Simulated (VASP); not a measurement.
Calculation: LDA (Ceperley-Alder, Perdew-Zunger), VASP's LDA PAW potentials (set 64) (plane waves; VASP 6.6.1).

VASP input:

File KPOINTS:
```
k-points along high-symmetry lines
15
Line-mode
Reciprocal
  0.000000   0.000000   0.000000 ! GAMMA
  0.000000   0.500000   0.000000 ! X

  0.000000   0.500000   0.000000 ! X
  0.500000   0.500000   0.000000 ! M

  0.500000   0.500000   0.000000 ! M
  0.000000   0.000000   0.000000 ! GAMMA

  0.000000   0.000000   0.000000 ! GAMMA
  0.500000   0.500000   0.500000 ! R

  0.500000   0.500000   0.500000 ! R
  0.000000   0.500000   0.000000 ! X

  0.500000   0.500000   0.500000 ! R
  0.500000   0.500000   0.000000 ! M
```

**POSCAR**
```
CsPbBr3
1.0
  5.7790495137   0.0000000000   0.0000000000
  0.0000000000   5.7790495137   0.0000000000
  0.0000000000   0.0000000000   5.7790495137
Cs Pb Br
1 1 3
Direct
  0.0000000000   0.0000000000   0.0000000000
  0.5000000000   0.5000000000   0.5000000000
  0.5000000000   0.0000000000   0.5000000000
  0.0000000000   0.5000000000   0.5000000000
  0.5000000000   0.5000000000   0.0000000000
```

**INCAR**
```
! general
SYSTEM  = CsPbBr3
PREC    = Accurate
ENCUT   = 400
LREAL   = .FALSE.
LASPH   = .TRUE.
ICHARG  = 11

! electronic loop
EDIFF   = 1E-7
NELM    = 100
ALGO    = Normal
LMAXMIX = 4

! smearing
ISMEAR  = 0
SIGMA   = 0.05

! output
LWAVE   = .FALSE.
LCHARG  = .FALSE.
LORBIT  = 11
```

POTCAR, in this order: Cs_sv Pb_d Br (LDA.64 set). Program: vasp_std. Read from the step before: CHGCAR.

**Question.** What will the output report for the number of irreducible k-points (NKPTS), number of bands (NBANDS), largest plane-wave count, number of space-group operations, FFT grid (NGX, NGY, NGZ)?

**Answer.** 
- number of irreducible k-points (NKPTS) = 90
- number of bands (NBANDS) = 26
- largest plane-wave count = 3544
- number of space-group operations = 48
- FFT grid (NGX, NGY, NGZ) = 40 × 40 × 40

The compound is CsPbBr3 in the cubic perovskite structure, the ideal cubic form; the compound distorts at low or room temperature. It was relaxed first.
